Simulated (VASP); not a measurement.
# LuPd in VASP: notebook, part 2 of 2

VASP 6.6.1. The steps go on from the part before.

## (3) Single point, PBEsol

This run uses another cell than the first one, of 61.58 Å³/atom, 1.610 times its volume.

Contents of INCAR:

```
SYSTEM = LuPd
ALGO = Fast
DIPOL = 0.5 0.5 0.500
EDIFF = 1E-6
ENCUT = 520
GGA = PS
IDIPOL = 3
ISIF = 2
ISMEAR = -1
LASPH = .TRUE.
LCHARG = .TRUE.
LDIPOL = .TRUE.
LELF = .TRUE.
LREAL = .FALSE.
LVACPOTAV = .TRUE.
LVHAR = .TRUE.
LWAVE = .FALSE.
NBANDS = 43
NELM = 100
PREC = Accurate
SIGMA = 0.1
```

Contents of KPOINTS:

```
k-points
0
G
  5 5 1
  0 0 0
```

Contents of POSCAR:

```
LuPd
1.0
    3.4150000000      0.0000000000      0.0000000000
    0.0000000000      3.4150000000      0.0000000000
    0.0000000000      0.0000000000     21.1225000000
Lu Pd
2 2
Direct
    0.0000000000      0.0000000000      0.3787430465
    0.0000000000      0.0000000000      0.5404189845
    0.5000000000      0.5000000000      0.4595810155
    0.5000000000      0.5000000000      0.6212569535
```

Potentials or basis: VASP PAW PBE potentials, release 64 (Lu, Pd).

Launch:

```
$ cat potpaw_PBE.64/Lu/POTCAR potpaw_PBE.64/Pd/POTCAR > POTCAR
$ mpirun -np 1 vasp_std > vasp.out
```

OUTCAR:

```text
SYSTEM = LuPd
   EDIFF = 1E-6
   ENCUT = 520
   GGA = PS
   ISIF = 2
   ISMEAR = -1
   LASPH = .TRUE.
   LREAL = .FALSE.
   NELM = 100
   PREC = Accurate

 ion  position               nearest neighbor table
   1  0.000  0.000  0.379-   3 2.96   3 2.96   3 2.96   3 2.96   2 3.42
   2  0.000  0.000  0.540-   3 2.96   4 2.96   3 2.96   4 2.96   3 2.96   4 2.96   3 2.96   4 2.96
                             1 3.42
   3  0.500  0.500  0.460-   1 2.96   2 2.96   1 2.96   2 2.96   1 2.96   2 2.96   1 2.96   2 2.96
                             4 3.42
   4  0.500  0.500  0.621-   2 2.96   2 2.96   2 2.96   2 2.96   3 3.42

  LATTYP: Found a simple tetragonal cell.
 ALAT       =     3.4150000000
 C/A-ratio  =     6.1852122987

  Lattice vectors:

 A1 = (   3.4150000000,   0.0000000000,   0.0000000000)
 A2 = (   0.0000000000,   3.4150000000,   0.0000000000)
 A3 = (   0.0000000000,   0.0000000000,  21.1225000000)

Analysis of symmetry for initial positions (statically):
=====================================================================
 Subroutine PRICEL returns:
 Original cell was already a primitive cell.

 Routine SETGRP: Setting up the symmetry group for a
 simple tetragonal supercell.

 Subroutine GETGRP returns: Found  8 space group operations
 (whereof  8 operations were pure point group operations)
 out of a pool of 16 trial point group operations.

The static configuration has the point symmetry C_4v.

Analysis of symmetry for dynamics (positions and initial velocities):
=====================================================================
 Subroutine PRICEL returns:
 Original cell was already a primitive cell.

 Routine SETGRP: Setting up the symmetry group for a
 simple tetragonal supercell.

 Subroutine GETGRP returns: Found  8 space group operations
 (whereof  8 operations were pure point group operations)
 out of a pool of 16 trial point group operations.

The dynamic configuration has the point symmetry C_4v.

 Subroutine INISYM returns: Found  8 space group operations
[... 107 lines left out ...]
   GGA     = PS    functional components
   LHFCALC =     F    Hartree Fock is set to
   AEXX    =    0.0000 exact exchange contribution
   IVDW    =     0    specifies the selected vdW correction
   LEPSILON=     F    determine dielectric tensor
   LRPA    =     F    only Hartree local field effects (RPA)
 non-spin polarized calculation
 RMM-DIIS sequential band-by-band and
  energy-cutoff  :      520.00
  volume of cell :      246.34
 maximum number of plane-waves:      6652
 NGX is ok and might be reduce to    28
   NGX = 13   NGY = 13   NGZ = 79

 dipolmoment           0.000000      0.000000     -0.157456 electrons x Angstroem

 number of electron      70.0000008 magnetization

 dipolmoment           0.000000      0.000000      0.066284 electrons x Angstroem

 Free energy of the ion-electron system (eV)
  ---------------------------------------------------
  ext. energy  EPLUGINS =         0.00000000
  ---------------------------------------------------
  free energy    TOTEN  =       -22.67365038 eV

  energy without entropy =      -22.58571778  energy(sigma->0) =      -22.62968408

 E-fermi :  -0.9394     XC(G=0):  -4.9664

 val. band max:       -0.9796759713   @ k =   0.4000   0.4000   0.0000
 cond. band min:      -0.9133037685   @ k =   0.4000   0.4000   0.0000
 fundamental gap:      0.0663722028
 Fermi energy:        -0.9394102800

 k-point     1 :       0.0000    0.0000    0.0000
  band No.  band energies     occupation
      1     -57.9250      2.00000
      2     -56.8809      2.00000
      3     -28.6458      2.00000
      4     -28.4041      2.00000
      5     -28.4041      2.00000
      6     -27.5856      2.00000
[... 265 lines left out ...]
     42       3.9052      0.00000
     43       4.3270      0.00000

------------------------ aborting loop because EDIFF is reached ----------------------------------------

  FORCE on cell =-STRESS in cart. coord.  units (eV):
  Direction    XX          YY          ZZ          XY          YZ          ZX
  --------------------------------------------------------------------------------------
  -------------------------------------------------------------------------------------
  Total       -3.7882916     -3.7882916     -3.5857951      0.0000000      0.0000000      0.0000000
  in kB      -24.6392368    -24.6392368    -23.3221894      0.0000000      0.0000000      0.0000000
  external PRESSURE =     -24.2002210 kB  Pullay stress =       0.0000000 kB

 VOLUME and BASIS-vectors are now :
 -----------------------------------------------------------------------------
  energy-cutoff  :      520.00
  volume of cell :      246.34
      direct lattice vectors                 reciprocal lattice vectors
     3.415000000  0.000000000  0.000000000     0.292825769  0.000000000  0.000000000
     0.000000000  3.415000000  0.000000000     0.000000000  0.292825769  0.000000000
     0.000000000  0.000000000 21.122500000     0.000000000  0.000000000  0.047342881

 POSITION                                       TOTAL-FORCE (eV/Angst)
 -----------------------------------------------------------------------------------
      0.00000      0.00000      8.00000         0.000000      0.000000      0.662121
      0.00000      0.00000     11.41500         0.000000      0.000000      1.268482
      1.70750      1.70750      9.70750        -0.000000      0.000000     -0.593866
      1.70750      1.70750     13.12250        -0.000000     -0.000000     -1.336736
 -----------------------------------------------------------------------------------
    total drift:                               -0.000000      0.000000      0.005110

  FREE ENERGIE OF THE ION-ELECTRON SYSTEM (eV)
  ---------------------------------------------------
  free  energy   TOTEN  =       -22.6736503791 eV

  energy  without entropy=      -22.5857177815  energy(sigma->0) =      -22.62968408

 vacuum level on the upper side and lower side of the slab         3.750         2.721
```

Wall time 9.6 min (1 thread of Intel Xeon Platinum 8175M at 2.50GHz (Skylake/Cascade Lake), shared host); peak memory 0.38 GiB.

Results:

* Free energy: -22.6737 eV
* Largest force: 1.337 eV/Å
* Band gap on the k mesh: 0.07 eV, direct
* Ionisation potential of the upper face: 4.73 eV

Forces in eV/Å, atoms in the order of the input:
```
Lu   0.000  0.000  0.662
Lu   0.000  0.000  1.268
Pd   0.000  0.000 -0.594
Pd   0.000  0.000 -1.337
```

Levels at points of the mesh, in eV from the valence-band top:
```csv
k point,band 32,band 33,band 34,band 35,band 36,band 37,band 38,band 39
"(0.00, 0.00, 0.00)",-1.57,-1.57,-1.32,-0.59,0.30,0.33,1.44,1.63
```

Caveat: the PAW data sets were made with another functional, which shifts forces and pressure a little; spin-orbit coupling is left out, which moves the levels of the heavy elements.
